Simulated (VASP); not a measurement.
These are PBE GGA, VASP's PBE PAW potentials (set 64) (plane waves; VASP 6.6.1) values and carry that method's errors.

VASP ran on this input.

File POSCAR:
```
Li3Ag
1
    3.9457680000     0.0000000000     0.0000000000
    0.0000000000     3.9457680000     0.0000000000
    0.0000000000     0.0000000000     3.9457680000
Li Ag
3 1
Direct
  0.0097160000   0.4887860000   0.5003040000
  0.4903980000   0.5246170000   0.0049260000
  0.5050400000   0.0017480000   0.4961940000
 -0.0051540000  -0.0151510000  -0.0014240000
```

**KPOINTS**
```
Regular mesh
0
gamma
6 6 6
```

**INCAR**
```
! general
SYSTEM  = Li3Ag
PREC    = Accurate
ENCUT   = 400
LREAL   = .False.
LASPH   = .True.

! electronic loop
EDIFF   = 1E-6
NELM    = 100
ALGO    = Normal
LMAXMIX = 4

! smearing
ISMEAR  = 0
SIGMA   = 0.272

! functional
GGA     = PE

! ions
IBRION  = 2
NSW     = 50
ISIF    = 3
EDIFFG  = -0.01

! output
LWAVE   = .False.
LCHARG  = .False.
```

POTCAR, in this order: Li_sv Ag (PBE.64 set). Program: vasp_std.

The run wrote:

OSZICAR:
```
...
DAV:   2     0.238475308152E+01   -0.88203E+02   -0.84602E+02  3544   0.278E+02
DAV:   3    -0.958985258185E+01   -0.11975E+02   -0.11885E+02  6044   0.605E+01
DAV:   4    -0.982932023702E+01   -0.23947E+00   -0.23924E+00  3522   0.138E+01
DAV:   5    -0.983731564568E+01   -0.79954E-02   -0.79951E-02  5032   0.183E+00    0.581E+00
DAV:   6    -0.903303932860E+01    0.80428E+00   -0.58374E+00  3220   0.220E+01    0.288E+00
DAV:   7    -0.898581130502E+01    0.47228E-01   -0.37148E-01  3250   0.525E+00    0.753E-01
DAV:   8    -0.897623974887E+01    0.95716E-02   -0.19245E-02  4022   0.117E+00    0.235E-01
DAV:   9    -0.897411574275E+01    0.21240E-02   -0.36055E-03  3814   0.522E-01    0.255E-02
DAV:  10    -0.897413456737E+01   -0.18825E-04   -0.20419E-04  4658   0.116E-01    0.128E-02
DAV:  11    -0.897413396870E+01    0.59867E-06   -0.50849E-06  3872   0.199E-02
   1 F= -.89741340E+01 E0= -.89463754E+01  d E =-.897413E+01
       N       E                     dE             d eps       ncg     rms          rms(c)
DAV:   1    -0.899362869619E+01   -0.19494E-01   -0.25775E+00  3136   0.151E+01    0.802E-01
DAV:   2    -0.898413777187E+01    0.94909E-02   -0.90270E-02  3412   0.319E+00    0.287E-01
DAV:   3    -0.898393089606E+01    0.20688E-03   -0.31939E-03  4328   0.526E-01    0.149E-01
DAV:   4    -0.898379084494E+01    0.14005E-03   -0.49137E-04  4472   0.150E-01    0.105E-02
DAV:   5    -0.898379313175E+01   -0.22868E-05   -0.80581E-05  4434   0.662E-02    0.105E-02
DAV:   6    -0.898379193100E+01    0.12008E-05   -0.33110E-06  2924   0.160E-02    0.248E-03
DAV:   7    -0.898379199871E+01   -0.67706E-07   -0.49708E-07  2036   0.670E-03
   2 F= -.89837920E+01 E0= -.89559530E+01  d E =-.965803E-02
       N       E                     dE             d eps       ncg     rms          rms(c)
DAV:   1    -0.908684045953E+01   -0.10305E+00   -0.23170E+01  3136   0.452E+01    0.240E+00
DAV:   2    -0.899780099847E+01    0.89039E-01   -0.85505E-01  3382   0.983E+00    0.860E-01
DAV:   3    -0.899551033944E+01    0.22907E-02   -0.34835E-02  4286   0.173E+00    0.406E-01
DAV:   4    -0.899443099931E+01    0.10793E-02   -0.44821E-03  4552   0.437E-01    0.485E-02
DAV:   5    -0.899445435844E+01   -0.23359E-04   -0.57525E-04  4204   0.189E-01    0.316E-02
DAV:   6    -0.899445316117E+01    0.11973E-05   -0.33981E-05  4636   0.462E-02    0.628E-03
DAV:   7    -0.899445410562E+01   -0.94445E-06   -0.30124E-06  3578   0.148E-02
   3 F= -.89944541E+01 E0= -.89664353E+01  d E =-.203201E-01
       N       E                     dE             d eps       ncg     rms          rms(c)
DAV:   1    -0.902444066282E+01   -0.29988E-01   -0.50999E+00  3136   0.220E+01    0.134E+00
DAV:   2    -0.900060791125E+01    0.23833E-01   -0.23002E-01  3448   0.491E+00    0.483E-01
DAV:   3    -0.900025880821E+01    0.34910E-03   -0.92954E-03  4908   0.894E-01    0.277E-01
DAV:   4    -0.899973034847E+01    0.52846E-03   -0.13422E-03  4540   0.238E-01    0.223E-02
DAV:   5    -0.899973537013E+01   -0.50217E-05   -0.27471E-04  4528   0.122E-01    0.187E-02
DAV:   6    -0.899973748888E+01   -0.21188E-05   -0.12430E-05  4146   0.282E-02    0.352E-03
DAV:   7    -0.899973777224E+01   -0.28337E-06   -0.11340E-06  2600   0.104E-02
   4 F= -.89997378E+01 E0= -.89714658E+01  d E =-.528367E-02
       N       E                     dE             d eps       ncg     rms          rms(c)
DAV:   1    -0.900337704358E+01   -0.36396E-02   -0.64227E-01  3136   0.778E+00    0.472E-01
DAV:   2    -0.900027450388E+01    0.31025E-02   -0.28757E-02  3436   0.177E+00    0.169E-01
DAV:   3    -0.900021478062E+01    0.59723E-04   -0.11078E-03  4710   0.309E-01    0.933E-02
DAV:   4    -0.900014909584E+01    0.65685E-04   -0.16156E-04  4490   0.817E-02    0.635E-03
DAV:   5    -0.900015051504E+01   -0.14192E-05   -0.32591E-05  4536   0.418E-02    0.637E-03
DAV:   6    -0.900015119522E+01   -0.68018E-06   -0.12832E-06  2696   0.950E-03
   5 F= -.90001512E+01 E0= -.89718074E+01  d E =-.569709E-02
       N       E                     dE             d eps       ncg     rms          rms(c)
DAV:   1    -0.900186030994E+01   -0.17098E-02   -0.87718E-01  3136   0.895E+00    0.222E-01
DAV:   2    -0.900196282268E+01   -0.10251E-03   -0.14003E-02  3434   0.121E+00    0.879E-02
DAV:   3    -0.900196122877E+01    0.15939E-05   -0.69908E-04  4954   0.230E-01    0.491E-02
DAV:   4    -0.900193366387E+01    0.27565E-04   -0.66830E-05  3692   0.665E-02    0.882E-03
DAV:   5    -0.900193462245E+01   -0.95858E-06   -0.10401E-05  4438   0.250E-02    0.531E-03
DAV:   6    -0.900193489901E+01   -0.27656E-06   -0.35924E-07  2378   0.731E-03
   6 F= -.90019349E+01 E0= -.89735273E+01  d E =-.178370E-02
       N       E                     dE             d eps       ncg     rms          rms(c)
DAV:   1    -0.900266004178E+01   -0.72542E-03   -0.16029E+00  3136   0.121E+01    0.300E-01
DAV:   2    -0.900288116601E+01   -0.22112E-03   -0.25900E-02  3430   0.164E+00    0.119E-01
DAV:   3    -0.900288313227E+01   -0.19663E-05   -0.13069E-03  4960   0.313E-01    0.669E-02
DAV:   4    -0.900283334928E+01    0.49783E-04   -0.12247E-04  3674   0.900E-02    0.120E-02
DAV:   5    -0.900283520239E+01   -0.18531E-05   -0.19744E-05  4538   0.339E-02    0.719E-03
DAV:   6    -0.900283561812E+01   -0.41573E-06   -0.67504E-07  2630   0.967E-03
   7 F= -.90028356E+01 E0= -.89743684E+01  d E =-.268442E-02
       N       E                     dE             d eps       ncg     rms          rms(c)
DAV:   1    -0.900805025104E+01   -0.52150E-02   -0.28690E-01  3136   0.581E+00    0.521E-01
DAV:   2    -0.900332474742E+01    0.47255E-02   -0.29118E-02  3304   0.179E+00    0.182E-01
DAV:   3    -0.900322112857E+01    0.10362E-03   -0.90693E-04  3922   0.284E-01    0.979E-02
DAV:   4    -0.900317032815E+01    0.50800E-04   -0.18712E-04  4608   0.847E-02    0.680E-03
DAV:   5    -0.900316908574E+01    0.12424E-05   -0.35145E-05  4248   0.432E-02    0.677E-03
DAV:   6    -0.900316842258E+01    0.66316E-06   -0.14663E-06  2794   0.111E-02
   8 F= -.90031684E+01 E0= -.89747152E+01  d E =-.332804E-03
       N       E                     dE             d eps       ncg     rms          rms(c)
DAV:   1    -0.900323807280E+01   -0.68987E-04   -0.41563E-03  3136   0.699E-01    0.629E-02
DAV:   2    -0.900316820666E+01    0.69866E-04   -0.41737E-04  3442   0.212E-01    0.220E-02
DAV:   3    -0.900316749351E+01    0.71315E-06   -0.12985E-05  4160   0.340E-02    0.121E-02
DAV:   4    -0.900316763875E+01   -0.14524E-06   -0.23759E-06  2670   0.101E-02
   9 F= -.90031676E+01 E0= -.89747169E+01  d E =-.332021E-03
       N       E                     dE             d eps       ncg     rms          rms(c)
DAV:   1    -0.900323742106E+01   -0.69928E-04   -0.17895E-01  3136   0.399E+00    0.596E-02
DAV:   2    -0.900336401275E+01   -0.12659E-03   -0.21505E-03  3538   0.442E-01    0.215E-02
DAV:   3    -0.900337000502E+01   -0.59923E-05   -0.95900E-05  4962   0.800E-02    0.118E-02
DAV:   4    -0.900336836537E+01    0.16396E-05   -0.28933E-06  3024   0.148E-02    0.221E-03
DAV:   5    -0.900336835695E+01    0.84228E-08   -0.57688E-07  2318   0.621E-03
  10 F= -.90033684E+01 E0= -.89749030E+01  d E =-.200718E-03
       N       E                     dE             d eps       ncg     rms          rms(c)
DAV:   1    -0.900319872231E+01    0.16964E-03   -0.37546E-01  3136   0.578E+00    0.852E-02
DAV:   2    -0.900346596823E+01   -0.26725E-03   -0.45296E-03  3550   0.640E-01    0.314E-02
DAV:   3    -0.900347941133E+01   -0.13443E-04   -0.20187E-04  4932   0.116E-01    0.172E-02
DAV:   4    -0.900347673963E+01    0.26717E-05   -0.63734E-06  3732   0.214E-02    0.323E-03
DAV:   5    -0.900347678513E+01   -0.45500E-07   -0.10453E-06  2696   0.749E-03
  11 F= -.90034768E+01 E0= -.89750010E+01  d E =-.309146E-03
```

### OUTCAR
```
------------------------ aborting loop because EDIFF is reached ----------------------------------------
  FORCE on cell =-STRESS in cart. coord.  units (eV):
  Direction    XX          YY          ZZ          XY          YZ          ZX
  --------------------------------------------------------------------------------------
  Total        0.0157409      0.0114813      0.0117938     -0.0032622      0.0001431      0.0027661
  in kB        0.4162224      0.3035892      0.3118523     -0.0862595      0.0037828      0.0731405
  external PRESSURE =       0.3438880 kB  Pullay stress =       0.0000000 kB
  volume of cell :       60.59
      direct lattice vectors                 reciprocal lattice vectors
     3.927103172  0.000370275 -0.000315948     0.254640627 -0.000024059  0.000020732
     0.000371130  3.927998256 -0.000014618    -0.000024004  0.254582600  0.000000960
    -0.000319805 -0.000014846  3.927995418     0.000020482  0.000000945  0.254582783
 POSITION                                       TOTAL-FORCE (eV/Angst)
 -----------------------------------------------------------------------------------
      3.92695      1.96383      1.96381         0.001066      0.002132     -0.000776
      1.96357      1.96400      3.92769        -0.001078      0.001998      0.000877
      1.96356      0.00056      1.96398        -0.000810     -0.002340     -0.000862
      3.92664      0.00067      3.92754         0.000822     -0.001790      0.000761
 -----------------------------------------------------------------------------------
    total drift:                                0.000017      0.000137     -0.000059
  FREE ENERGIE OF THE ION-ELECTRON SYSTEM (eV)
  ---------------------------------------------------
  free  energy   TOTEN  =        -9.0034767851 eV

  energy  without entropy=       -8.9465252860  energy(sigma->0) =       -8.97500104

 reached required accuracy - stopping structural energy minimisation
```
(Selected blocks of OUTCAR.)

File CONTCAR:
```
Li3Ag
   1.00000000000000
     3.9271031722008174    0.0003702748038403   -0.0003159479710708
     0.0003711304594876    3.9279982560168119   -0.0000146176737622
    -0.0003198048130232   -0.0000148458498140    3.9279954184592127
  Li              Ag
     3     1
Direct
     0.9999538176006975    0.4998643863675935    0.5000350760302037
     0.5000396474747104    0.4999567047864513    0.9999638646477046
     0.5000441141518304    0.0000983637004410    0.5000356724461964
     0.9999624207727617    0.0000805451455073    0.9999653868758953
```

At this cut-off the stress carries a Pulay error, which pulls relaxed volumes low.

The structure was generated: Li3Ag was put into an ordered model structure, which need not be its known phase. In the starting cell atoms are displaced from their ideal sites. This run relaxes it. The run is one of a series of settings (EDIFFG = -0.01, IBRION = 2, ISIF = 3, NSW = 50 against the base run), some of them coarse on purpose.
